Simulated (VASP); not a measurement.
Output of a VASP run:

### OUTCAR
```
 ion  position               nearest neighbor table
   1  0.000  0.000  0.000-  29 2.49  31 2.49  35 2.49  46 2.49
   2  0.000  0.000  0.333-  29 2.49  30 2.49  36 2.49  47 2.49
   3  0.000  0.000  0.667-  31 2.49  30 2.49  37 2.49  48 2.49
   4  0.000  0.333  0.000-  29 2.49  32 2.49  34 2.49  49 2.49
   5  0.000  0.333  0.333-  30 2.49  32 2.49  50 2.49  33 2.49
   6  0.000  0.333  0.667-  31 2.49  33 2.49  34 2.49  51 2.49
   7  0.000  0.667  0.000-  35 2.49  32 2.49  37 2.49  52 2.49
   8  0.000  0.667  0.333-  33 2.49  35 2.49  36 2.49  53 2.49
   9  0.000  0.667  0.667-  37 2.49  36 2.49  34 2.49  54 2.49
  10  0.333  0.000  0.000-  29 2.49  38 2.49  40 2.49  43 2.49
  11  0.333  0.000  0.333-  30 2.49  38 2.49  44 2.49  39 2.49
  12  0.333  0.000  0.667-  31 2.49  39 2.49  40 2.49  45 2.49
  13  0.333  0.333  0.000-  32 2.49  38 2.49  42 2.49  41 2.49
  14  0.330  0.331  0.339-  33 2.46  15 2.47  39 2.47  41 2.55
  15  0.416  0.415  0.417-  16 2.47  14 2.47  18 2.49  24 2.52
  16  0.331  0.332  0.664-  15 2.47  34 2.47  40 2.48  42 2.55
  17  0.333  0.667  0.000-  35 2.49  41 2.49  43 2.49  45 2.49
  18  0.332  0.665  0.332-  43 2.48  36 2.48  15 2.49  44 2.54
  19  0.333  0.667  0.667-  37 2.49  42 2.49  44 2.49  45 2.49
  20  0.667  0.000  0.000-  46 2.49  38 2.49  48 2.49  52 2.49
  21  0.667  0.000  0.333-  39 2.49  46 2.49  47 2.49  53 2.49
  22  0.667  0.000  0.667-  48 2.49  47 2.49  40 2.49  54 2.49
  23  0.667  0.333  0.000-  41 2.49  46 2.49  49 2.49  51 2.49
  24  0.669  0.336  0.336-  50 2.42  49 2.52  47 2.52  15 2.52
  25  0.667  0.333  0.667-  42 2.49  48 2.49  50 2.49  51 2.49
  26  0.667  0.667  0.000-  52 2.49  49 2.49  43 2.49  54 2.49
  27  0.667  0.667  0.333-  44 2.49  50 2.49  52 2.49  53 2.49
  28  0.667  0.667  0.667-  54 2.49  51 2.49  53 2.49  45 2.49
  29  0.083  0.083  0.083-   1 2.49   2 2.49   4 2.49  10 2.49
  30  0.083  0.083  0.417-   2 2.49   3 2.49   5 2.49  11 2.49
  31  0.083  0.083  0.750-   3 2.49   1 2.49   6 2.49  12 2.49
  32  0.083  0.417  0.083-   4 2.49   5 2.49   7 2.49  13 2.49
  33  0.083  0.417  0.417-  14 2.46   8 2.49   6 2.49   5 2.49
  34  0.083  0.417  0.750-  16 2.47   6 2.49   9 2.49   4 2.49
  35  0.083  0.750  0.083-   7 2.49   1 2.49   8 2.49  17 2.49
  36  0.083  0.750  0.417-  18 2.48   8 2.49   9 2.49   2 2.49
  37  0.083  0.750  0.750-   9 2.49   7 2.49   3 2.49  19 2.49
  38  0.417  0.083  0.083-  10 2.49  11 2.49  13 2.49  20 2.49
  39  0.417  0.083  0.417-  14 2.47  12 2.49  21 2.49  11 2.49
  40  0.417  0.083  0.750-  16 2.48  12 2.49  10 2.49  22 2.49
  41  0.417  0.417  0.083-  17 2.49  23 2.49  13 2.49  14 2.55
  42  0.417  0.417  0.750-  19 2.49  25 2.49  13 2.49  16 2.55
  43  0.417  0.750  0.083-  18 2.48  17 2.49  10 2.49  26 2.49
  44  0.417  0.750  0.417-  19 2.49  27 2.49  11 2.49  18 2.54
  45  0.417  0.750  0.750-  12 2.49  17 2.49  19 2.49  28 2.49
  46  0.750  0.083  0.083-  20 2.49   1 2.49  21 2.49  23 2.49
  47  0.750  0.083  0.417-   2 2.49  21 2.49  22 2.49  24 2.52
  48  0.750  0.083  0.750-  22 2.49  20 2.49   3 2.49  25 2.49
  49  0.750  0.417  0.083-   4 2.49  23 2.49  26 2.49  24 2.52
  50  0.750  0.417  0.417-  24 2.42  25 2.49  27 2.49   5 2.49
  51  0.750  0.417  0.750-   6 2.49  23 2.49  25 2.49  28 2.49
  52  0.750  0.750  0.083-  26 2.49  20 2.49   7 2.49  27 2.49
  53  0.750  0.750  0.417-   8 2.49  21 2.49  27 2.49  28 2.49
  54  0.750  0.750  0.750-  28 2.49  22 2.49  26 2.49   9 2.49
 Subroutine IBZKPT returns following result:
 Found      1 irreducible k-points:

 Following reciprocal coordinates:
            Coordinates               Weight
  0.000000  0.000000  0.000000      1.000000
   k-points           NKPTS =      1   k-points in BZ     NKDIM =      1   number of bands    NBANDS=    136
   number of dos      NEDOS =    301   number of ions     NIONS =     54
   total plane-waves  NPLWV = 216000
   dimension x,y,z NGX =    60 NGY =   60 NGZ =   60
   dimension x,y,z NGXF=   120 NGYF=  120 NGZF=  120
   ions per type =              28  26
   PREC   = normal    normal or accurate (medium, high low for compatibility)
   ISTART =      0    job   : 0-new  1-cont  2-samecut
   ICHARG =      2    charge: 1-file 2-atom 10-const
   ISPIN  =      1    spin polarized calculation?
   LNONCOLLINEAR =      F non collinear calculations
   LSORBIT =      F    spin-orbit coupling
   INIWAV =      1    electr: 0-lowe 1-rand  2-diag
   ENCUT  =  400.0 eV  29.40 Ry    5.42 a.u.  19.93 19.93 19.93*2*pi/ulx,y,z
   NELM   =    100;   NELMIN=  4; NELMDL= -5     # of ELM steps
   EDIFF  = 0.1E-04   stopping-criterion for ELM
   LREAL  =      T    real-space projection
   NLSPLINE    = F    spline interpolate recip. space projectors
   LMAXMIX     =    4 max onsite mixed and CHGCAR
...
```

OSZICAR:
```
...
RMM:   4    -0.205457970612E+03   -0.94149E-05   -0.19706E-04   282   0.277E-02    0.114E-02
RMM:   5    -0.205457974657E+03   -0.40448E-05   -0.42889E-05   199   0.130E-02
  29 F= -.20545797E+03 E0= -.20545765E+03  d E =-.732728E-02
       N       E                     dE             d eps       ncg     rms          rms(c)
DAV:   1    -0.205458062482E+03   -0.91871E-04   -0.12710E-02   320   0.222E-01    0.419E-02
RMM:   2    -0.205458112640E+03   -0.50158E-04   -0.80555E-04   272   0.553E-02    0.128E-02
RMM:   3    -0.205458126334E+03   -0.13694E-04   -0.13924E-04   261   0.225E-02    0.863E-03
RMM:   4    -0.205458127331E+03   -0.99727E-06   -0.18431E-05   173   0.861E-03
  30 F= -.20545813E+03 E0= -.20545784E+03  d E =-.747995E-02
       N       E                     dE             d eps       ncg     rms          rms(c)
DAV:   1    -0.205460295024E+03   -0.21687E-02   -0.11728E-01   272   0.675E-01    0.132E-01
RMM:   2    -0.205460643410E+03   -0.34839E-03   -0.71124E-03   272   0.163E-01    0.417E-02
RMM:   3    -0.205460744697E+03   -0.10129E-03   -0.11569E-03   290   0.650E-02    0.249E-02
RMM:   4    -0.205460750632E+03   -0.59346E-05   -0.16040E-04   279   0.248E-02    0.107E-02
RMM:   5    -0.205460753802E+03   -0.31701E-05   -0.32572E-05   186   0.116E-02
  31 F= -.20546075E+03 E0= -.20546060E+03  d E =-.262647E-02
       N       E                     dE             d eps       ncg     rms          rms(c)
DAV:   1    -0.205460943163E+03   -0.19253E-03   -0.28434E-02   304   0.333E-01    0.647E-02
RMM:   2    -0.205461037882E+03   -0.94718E-04   -0.17639E-03   272   0.816E-02    0.207E-02
RMM:   3    -0.205461064818E+03   -0.26937E-04   -0.29669E-04   292   0.326E-02    0.128E-02
RMM:   4    -0.205461066527E+03   -0.17084E-05   -0.40352E-05   192   0.125E-02
  32 F= -.20546107E+03 E0= -.20546095E+03  d E =-.293920E-02
       N       E                     dE             d eps       ncg     rms          rms(c)
DAV:   1    -0.205462076517E+03   -0.10117E-02   -0.61297E-02   304   0.484E-01    0.919E-02
RMM:   2    -0.205462292581E+03   -0.21606E-03   -0.37983E-03   272   0.117E-01    0.304E-02
RMM:   3    -0.205462349143E+03   -0.56562E-04   -0.64593E-04   293   0.469E-02    0.184E-02
RMM:   4    -0.205462350534E+03   -0.13910E-05   -0.83770E-05   253   0.181E-02
  33 F= -.20546235E+03 E0= -.20546228E+03  d E =-.128401E-02
       N       E                     dE             d eps       ncg     rms          rms(c)
DAV:   1    -0.205462508854E+03   -0.15971E-03   -0.21151E-02   304   0.284E-01    0.535E-02
RMM:   2    -0.205462590773E+03   -0.81919E-04   -0.13465E-03   272   0.700E-02    0.181E-02
RMM:   3    -0.205462613528E+03   -0.22755E-04   -0.24193E-04   291   0.285E-02    0.115E-02
RMM:   4    -0.205462614440E+03   -0.91251E-06   -0.31088E-05   188   0.111E-02
  34 F= -.20546261E+03 E0= -.20546256E+03  d E =-.154791E-02
       N       E                     dE             d eps       ncg     rms          rms(c)
DAV:   1    -0.205463008646E+03   -0.39512E-03   -0.65970E-02   296   0.509E-01    0.920E-02
RMM:   2    -0.205463289582E+03   -0.28094E-03   -0.40987E-03   272   0.123E-01    0.304E-02
RMM:   3    -0.205463352980E+03   -0.63399E-04   -0.72118E-04   290   0.499E-02    0.190E-02
RMM:   4    -0.205463354877E+03   -0.18967E-05   -0.97989E-05   265   0.195E-02
  35 F= -.20546335E+03 E0= -.20546332E+03  d E =-.740437E-03
```

**OUTCAR**
```
------------------------ aborting loop because EDIFF is reached ----------------------------------------
  FORCE on cell =-STRESS in cart. coord.  units (eV):
  Direction    XX          YY          ZZ          XY          YZ          ZX
  --------------------------------------------------------------------------------------
  Total       22.6237267     27.5620495     27.5830556      0.2745724      4.8486474     -0.4333400
  in kB       28.0912384     34.2230134     34.2490961      0.3409287      6.0204277     -0.5380660
  external PRESSURE =      32.1877826 kB  Pullay stress =       0.0000000 kB
  volume of cell :     1290.34
      direct lattice vectors                 reciprocal lattice vectors
     0.000000000  8.640879507  8.640879507    -0.057864480  0.057864480  0.057864480
     8.640879507  0.000000000  8.640879507     0.057864480 -0.057864480  0.057864480
     8.640879507  8.640879507  0.000000000     0.057864480  0.057864480 -0.057864480
  FREE ENERGIE OF THE ION-ELECTRON SYSTEM (eV)
  ---------------------------------------------------
  free  energy   TOTEN  =      -205.4633548772 eV

  energy  without entropy=     -205.4632947766  energy(sigma->0) =     -205.46332483

 reached required accuracy - stopping structural energy minimisation
```
(Selected blocks of OUTCAR.)

File POSCAR:
```
Ga28As26
1
   -0.0000000000     8.6408795073     8.6408795073
    8.6408795073    -0.0000000000     8.6408795073
    8.6408795073     8.6408795073    -0.0000000000
Ga As
28 26
Direct
  0.0000000000   0.0000000000   0.0000000000
  0.0000000000   0.0000000000   0.3333330000
  0.0000000000   0.0000000000   0.6666670000
  0.0000000000   0.3333330000   0.0000000000
  0.0000000000   0.3333330000   0.3333330000
  0.0000000000   0.3333330000   0.6666670000
  0.0000000000   0.6666670000   0.0000000000
  0.0000000000   0.6666670000   0.3333330000
  0.0000000000   0.6666670000   0.6666670000
  0.3333330000   0.0000000000   0.0000000000
  0.3333330000   0.0000000000   0.3333330000
  0.3333330000   0.0000000000   0.6666670000
  0.3333330000   0.3333330000   0.0000000000
  0.3299900000   0.3313130000   0.3391410000
  0.4157660000   0.4150330000   0.4172390000
  0.3312820000   0.3321340000   0.6644070000
  0.3333330000   0.6666670000   0.0000000000
  0.3323280000   0.6650620000   0.3318390000
  0.3333330000   0.6666670000   0.6666670000
  0.6666670000   0.0000000000   0.0000000000
  0.6666670000   0.0000000000   0.3333330000
  0.6666670000   0.0000000000   0.6666670000
  0.6666670000   0.3333330000   0.0000000000
  0.6686470000   0.3359880000   0.3358540000
  0.6666670000   0.3333330000   0.6666670000
  0.6666670000   0.6666670000   0.0000000000
  0.6666670000   0.6666670000   0.3333330000
  0.6666670000   0.6666670000   0.6666670000
  0.0833330000   0.0833330000   0.0833330000
  0.0833330000   0.0833330000   0.4166670000
  0.0833330000   0.0833330000   0.7500000000
  0.0833330000   0.4166670000   0.0833330000
  0.0833330000   0.4166670000   0.4166670000
  0.0833330000   0.4166670000   0.7500000000
  0.0833330000   0.7500000000   0.0833330000
  0.0833330000   0.7500000000   0.4166670000
  0.0833330000   0.7500000000   0.7500000000
  0.4166670000   0.0833330000   0.0833330000
  0.4166670000   0.0833330000   0.4166670000
  0.4166670000   0.0833330000   0.7500000000
  0.4166670000   0.4166670000   0.0833330000
  0.4166670000   0.4166670000   0.7500000000
  0.4166670000   0.7500000000   0.0833330000
  0.4166670000   0.7500000000   0.4166670000
  0.4166670000   0.7500000000   0.7500000000
  0.7500000000   0.0833330000   0.0833330000
  0.7500000000   0.0833330000   0.4166670000
  0.7500000000   0.0833330000   0.7500000000
  0.7500000000   0.4166670000   0.0833330000
  0.7500000000   0.4166670000   0.4166670000
  0.7500000000   0.4166670000   0.7500000000
  0.7500000000   0.7500000000   0.0833330000
  0.7500000000   0.7500000000   0.4166670000
  0.7500000000   0.7500000000   0.7500000000
```

**Question.** Write an INCAR and KPOINTS that could have produced this output.

**Answer.** Several could match; the one computed here: the input of the run itself, PBE GGA, plane waves, VASP's PBE PAW potentials (set 64).

File KPOINTS:
```
Automatic mesh
0
Gamma
1 1 1
0 0 0
```

**INCAR**
```
ALGO = Fast
EDIFF = 1E-5
EDIFFG = -0.03
ENCUT = 400
GGA = PE
IBRION = 2
ISIF = 2
ISMEAR = 0
ISYM = 0
LASPH = .True.
LCHARG = .False.
LMAXMIX = 4
LREAL = Auto
LWAVE = .False.
NELM = 100
NELMIN = 4
NSW = 60
PREC = Normal
SIGMA = 0.05
SYSTEM = Ga28As26
```

POTCAR, in this order: Ga As (PBE.64 set). Program: vasp_gam.

The supercell is sampled at Γ alone, which is coarse: total energies, pressure and levels can be off, energies of defects by several tenths of an eV.

The cell is a supercell with a defect, built from a database entry that may be metastable or hypothetical: Ga_As. The run is not spin-polarised, so no state with unpaired spins was tried.
